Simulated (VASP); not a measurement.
Wanted: the native input for a VASP 6.6.1 run.

* Task: relaxation of cell and atoms
* Functional: BLYP
* Dispersion: D3(BJ)
* Potentials or basis: VASP PAW PBE potentials, release 64 (Ge_d, Br)
* Cutoff: 600 eV
* k mesh: 5 × 5 × 4
* Occupations: fermi-dirac, width 0.05 eV
* Spin: no spin polarisation
* Further INCAR settings: ALGO = Normal; EDIFF = 1e-07; IBRION = 2; EDIFFG = -0.01; NSW = 60; ISIF = 3

The structure of GeBr lies in POSCAR:

```
GeBr
1.0
    4.8268000000      0.0000000000      0.0000000000
   -2.4134000000      4.1801300000      0.0000000000
    0.0000000000      0.0000000000      5.5646600000
Ge Br
2 2
Direct
    0.0000000000      0.0000000000      0.0000000000
    0.0000000000      0.0000000000      0.5000000000
    0.3333300000      0.6666700000      0.7500000000
    0.6666700000      0.3333300000      0.2500000000
```

The cell was built by a generator and needn't be a form met in nature.

The input as run:

INCAR

```
SYSTEM = GeBr
PREC = Accurate
ENCUT = 600
EDIFF = 1E-7
ISMEAR = -1
SIGMA = 0.05
LREAL = .FALSE.
LASPH = .TRUE.
NELM = 60
ALGO = Normal
ISIF = 3
LWAVE = .FALSE.
LCHARG = .FALSE.
GGA = B5
ALDAX = 1.0
AGGAX = 1.0
AGGAC = 1.0
ALDAC = 0.0
IVDW = 12
VDW_S6 = 1.0
VDW_S8 = 2.6996
VDW_A1 = 0.4298
VDW_A2 = 4.2359
IBRION = 2
NSW = 60
EDIFFG = -0.01
```

KPOINTS

```
Automatic mesh
0
G
  5 5 4
  0 0 0
```

Potentials or basis: VASP PAW PBE potentials, release 64 (Ge_d, Br).

The run is started by

```sh
$ cat potpaw_PBE.64/Ge_d/POTCAR potpaw_PBE.64/Br/POTCAR > POTCAR
$ mpirun -np 1 vasp_std > vasp.out
```

Results of the run:

```yaml
Relaxed_volume: 29.11 Å³/atom
Relaxed_cell: a = 4.934 Å, b = 4.934 Å, c = 5.523 Å, α = 90.00°, β = 90.00°, γ = 120.00°
Space_group_after_relaxing_to_0.05_Å: P6_3/mmc (No. 194)
Energy_gained_by_relaxing: 17.2 meV/atom
Ionic_steps: 13
Pressure_after_relaxing: 0.0 GPa
Band_gap_on_the_k_mesh: none (metal or under the smearing width)
Dispersion_energy_per_atom: -0.580 eV
```

Caveat: the PAW data sets were made with another functional, which shifts forces and pressure a little; pairwise dispersion overbinds metals, which lowers pressure and volume.

Wall time 9.1 min on 1 thread of Intel(R) Xeon(R) 6975P-C (Granite Rapids) (shared host), peak memory 0.32 GiB.
